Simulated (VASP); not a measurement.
Method: r2SCAN+rVV10, VASP's PBE PAW potentials (set 64) (plane waves; VASP).

A VASP calculation is set up with these files.

KPOINTS:
```
Automatic mesh
0
Gamma
12 12 7
0 0 0
```

**POSCAR**
```
Dy
1
    1.7935561852    -3.1065302359     0.0000000000
    1.7935561852     3.1065302359     0.0000000000
    0.0000000000     0.0000000000     5.4865435009
Dy
2
Direct
  0.3333330000   0.6666670000   0.2500000000
  0.6666670000   0.3333330000   0.7500000000
```

INCAR:
```
SYSTEM = Dy
PREC = Accurate; ENCUT = 520; LREAL = .FALSE.
LASPH = .TRUE.
EDIFF = 1E-7; NELM = 100; ALGO = Normal
LMAXMIX = 6; LMIXTAU = .TRUE.
ISMEAR = 1; SIGMA = 0.1
METAGGA = R2SCAN; LUSE_VDW = .TRUE.; BPARAM = 11.95
CPARAM = 0.0093
IBRION = 2; NSW = 30; ISIF = 4
EDIFFG = -0.01
LWAVE = .FALSE.; LCHARG = .FALSE.
```

POTCAR, in this order: Dy_3 (PBE.64 set). Program: vasp_std.

Output of the run:

**OSZICAR**
```
       N       E                     dE             d eps       ncg     rms          rms(c)
DAV:   1    -0.140211042352E+01   -0.14021E+01   -0.92346E+03  1976   0.131E+03
DAV:   2    -0.619866148341E+02   -0.60585E+02   -0.59535E+02  1991   0.330E+02
DAV:   3    -0.656256035773E+02   -0.36390E+01   -0.33541E+01  2729   0.438E+01
DAV:   4    -0.657734762335E+02   -0.14787E+00   -0.14050E+00  2506   0.929E+00
DAV:   5    -0.657794953356E+02   -0.60191E-02   -0.60011E-02  2776   0.130E+00    0.303E+01
DAV:   6    -0.637260294581E+02    0.20535E+01   -0.43193E-01  2156   0.759E+00    0.162E+01
DAV:   7    -0.622698239978E+02    0.14562E+01   -0.58163E-01  2927   0.820E+00    0.161E+00
DAV:   8    -0.635281117308E+02   -0.12583E+01   -0.53283E-01  2792   0.708E+00    0.368E+00
DAV:   9    -0.636426058259E+02   -0.11449E+00   -0.21424E-02  2251   0.146E+00    0.129E+00
DAV:  10    -0.633969686129E+02    0.24564E+00   -0.96868E-02  1976   0.421E+00    0.189E+00
DAV:  11    -0.633959285312E+02    0.10401E-02   -0.13114E-03  2662   0.427E-01    0.188E+00
DAV:  12    -0.634057521451E+02   -0.98236E-02   -0.10141E-02  1986   0.113E+00    0.154E+00
DAV:  13    -0.634327341753E+02   -0.26982E-01   -0.13998E-02  1986   0.144E+00    0.608E-01
DAV:  14    -0.634344840734E+02   -0.17499E-02   -0.52570E-03  2241   0.825E-01    0.163E-01
DAV:  15    -0.634343715101E+02    0.11256E-03   -0.20485E-04  2782   0.143E-01    0.145E-01
DAV:  16    -0.634347199311E+02   -0.34842E-03   -0.36673E-04  2041   0.258E-01    0.752E-02
DAV:  17    -0.634346603244E+02    0.59607E-04   -0.47081E-05  2146   0.793E-02    0.496E-02
DAV:  18    -0.634346674403E+02   -0.71159E-05   -0.67577E-05  2076   0.109E-01    0.512E-02
DAV:  19    -0.634346450060E+02    0.22434E-04   -0.19422E-05  2206   0.451E-02    0.632E-02
DAV:  20    -0.634346512266E+02   -0.62206E-05   -0.95572E-06  2191   0.391E-02    0.749E-02
DAV:  21    -0.634346772588E+02   -0.26032E-04   -0.82582E-06  2076   0.415E-02    0.616E-02
DAV:  22    -0.634346689009E+02    0.83579E-05   -0.11721E-06  2316   0.121E-02    0.482E-02
DAV:  23    -0.634346770341E+02   -0.81332E-05   -0.14380E-06  2096   0.133E-02    0.311E-02
DAV:  24    -0.634346687775E+02    0.82566E-05   -0.30432E-06  2061   0.175E-02    0.122E-02
DAV:  25    -0.634346743437E+02   -0.55662E-05   -0.22572E-07  2171   0.524E-03    0.405E-03
DAV:  26    -0.634346728212E+02    0.15225E-05   -0.31773E-08  1158   0.192E-03    0.214E-03
DAV:  27    -0.634346740269E+02   -0.12057E-05   -0.65892E-08  1133   0.253E-03    0.361E-04
DAV:  28    -0.634346735423E+02    0.48452E-06   -0.79633E-09  1123   0.111E-03    0.251E-04
DAV:  29    -0.634346735690E+02   -0.26637E-07   -0.86662E-09  1108   0.986E-04
   1 F= -.63434674E+02 E0= -.63433356E+02  d E =-.634347E+02
       N       E                     dE             d eps       ncg     rms          rms(c)
DAV:   1    -0.634360698010E+02   -0.13963E-02   -0.62124E-02  1976   0.194E+00    0.152E-01
DAV:   2    -0.634353307940E+02    0.73901E-03   -0.16203E-03  2531   0.416E-01    0.117E-01
DAV:   3    -0.634353042710E+02    0.26523E-04   -0.17716E-04  2139   0.150E-01    0.610E-02
DAV:   4    -0.634352580403E+02    0.46231E-04   -0.15662E-04  2511   0.104E-01    0.321E-02
DAV:   5    -0.634352687604E+02   -0.10720E-04   -0.44842E-05  2056   0.662E-02    0.198E-02
DAV:   6    -0.634352701250E+02   -0.13646E-05   -0.31263E-06  2477   0.182E-02    0.219E-03
DAV:   7    -0.634352704820E+02   -0.35696E-06   -0.87886E-07  2266   0.827E-03    0.167E-03
DAV:   8    -0.634352700920E+02    0.38997E-06   -0.18489E-07  2053   0.480E-03    0.170E-03
DAV:   9    -0.634352702444E+02   -0.15237E-06   -0.40256E-08  1073   0.201E-03    0.264E-04
DAV:  10    -0.634352701817E+02    0.62669E-07   -0.63758E-09  1058   0.769E-04
   2 F= -.63435270E+02 E0= -.63433980E+02  d E =-.596613E-03
       N       E                     dE             d eps       ncg     rms          rms(c)
DAV:   1    -0.634367858780E+02   -0.15156E-02   -0.95513E-02  1976   0.241E+00    0.189E-01
DAV:   2    -0.634356398688E+02    0.11460E-02   -0.24969E-03  2526   0.515E-01    0.153E-01
DAV:   3    -0.634356015612E+02    0.38308E-04   -0.26733E-04  2149   0.183E-01    0.816E-02
DAV:   4    -0.634355267264E+02    0.74835E-04   -0.24507E-04  2506   0.131E-01    0.408E-02
DAV:   5    -0.634355433103E+02   -0.16584E-04   -0.70133E-05  2061   0.826E-02    0.257E-02
DAV:   6    -0.634355454630E+02   -0.21526E-05   -0.50846E-06  2497   0.230E-02    0.251E-03
DAV:   7    -0.634355457536E+02   -0.29064E-06   -0.13249E-06  2291   0.101E-02    0.163E-03
DAV:   8    -0.634355454819E+02    0.27166E-06   -0.27407E-07  2096   0.591E-03    0.213E-03
DAV:   9    -0.634355455482E+02   -0.66267E-07   -0.74360E-08  1198   0.280E-03
   3 F= -.63435546E+02 E0= -.63434369E+02  d E =-.871979E-03
```

**OUTCAR**
```
------------------------ aborting loop because EDIFF is reached ----------------------------------------
  FORCE on cell =-STRESS in cart. coord.  units (eV):
  Direction    XX          YY          ZZ          XY          YZ          ZX
  --------------------------------------------------------------------------------------
  Total        0.6305650      0.6305649      0.6358511      0.0000000      0.0000000      0.0000000
  in kB       16.5242219     16.5242196     16.6627488      0.0000000      0.0000000      0.0000000
  external PRESSURE =      16.5703968 kB  Pullay stress =       0.0000000 kB
  volume of cell :       61.14
      direct lattice vectors                 reciprocal lattice vectors
     1.786521963 -3.094346594  0.000000000     0.279873413 -0.161585002  0.000000000
     1.786521963  3.094346594  0.000000000     0.279873413  0.161585002  0.000000000
    -0.000000000  0.000000000  5.529833834    -0.000000000  0.000000000  0.180837260
 POSITION                                       TOTAL-FORCE (eV/Angst)
 -----------------------------------------------------------------------------------
      1.78652      1.03145      1.38246         0.000000     -0.000000     -0.000000
      1.78652     -1.03145      4.14738        -0.000000      0.000000      0.000000
 -----------------------------------------------------------------------------------
    total drift:                                0.000000      0.000101     -0.000010
  FREE ENERGIE OF THE ION-ELECTRON SYSTEM (eV)
  ---------------------------------------------------
  free  energy   TOTEN  =       -63.4355455482 eV

  energy  without entropy=      -63.4320147052  energy(sigma->0) =      -63.43436860

 reached required accuracy - stopping structural energy minimisation
```
(Selected blocks of OUTCAR.)

CONTCAR:
```
Dy
   1.00000000000000
     1.7865219629451212   -3.0943465937931376    0.0000000000000000
     1.7865219629451212    3.0943465937931376    0.0000000000000000
    -0.0000000000000000    0.0000000000000000    5.5298338338437469
  Dy
     2
Direct
     0.3333330000000032    0.6666669999999968    0.2500000000000000
     0.6666669999999968    0.3333330000000032    0.7500000000000000
```

**OUTCAR**
```
 val. band max:        3.2330643256   @ k =   0.2500   0.2500   0.4286

 cond. band min:       3.2495099863   @ k =   0.3333   0.1667   0.4286


 Fermi energy:         3.2413440187

 k-point     1 :       0.0000    0.0000    0.0000
  band No.  band energies     occupation
      1     -21.2522      2.00000
      2     -20.5752      2.00000
      3     -20.5752      2.00000
      4     -20.4452      2.00000
      5     -20.4452      2.00000
      6     -20.3925      2.00000
      7      -2.1549      2.00000
      8       1.0053      2.00000
      9       4.5880     -0.00000
     10       5.2970      0.00000
     11       5.2970      0.00000
     12       5.8579      0.00000
     13       6.1336      0.00000

 k-point     2 :       0.0833   -0.0000    0.0000
  band No.  band energies     occupation
      1     -21.2348      2.00000
      2     -20.6096      2.00000
      3     -20.5872      2.00000
      4     -20.4818      2.00000
      5     -20.4490      2.00000
      6     -20.4011      2.00000
      7      -1.9777      2.00000
      8       1.1702      2.00000
      9       4.3755     -0.00000
     10       4.8656     -0.00000
     11       5.4654      0.00000
     12       5.9194      0.00000
     13       6.1705      0.00000

 k-point     3 :       0.1667    0.0000    0.0000
  band No.  band energies     occupation
      1     -21.1848      2.00000
      2     -20.7038      2.00000
      3     -20.6189      2.00000
      4     -20.5786      2.00000
      5     -20.4605      2.00000
      6     -20.4268      2.00000
      7      -1.4728      2.00000
      8       1.6059      2.00000
      9       3.8474     -0.00000
     10       4.1856     -0.00000
     11       5.4633      0.00000
     12       5.9416      0.00000
     13       5.9639      0.00000

 k-point     4 :       0.2500   -0.0000    0.0000
  band No.  band energies     occupation
      1     -21.1090      2.00000
      2     -20.8331      2.00000
      3     -20.7042      2.00000
...
```

The 4f electrons are frozen in the core of the lanthanide potential, so 4f levels, which can set the real gap, and their magnetism are missing.

The compound is Dy in the hcp structure. This cell is one point of a volume scan, at 0.97 of the reference volume. Symmetry was kept, so distortions that lower it aren't found.
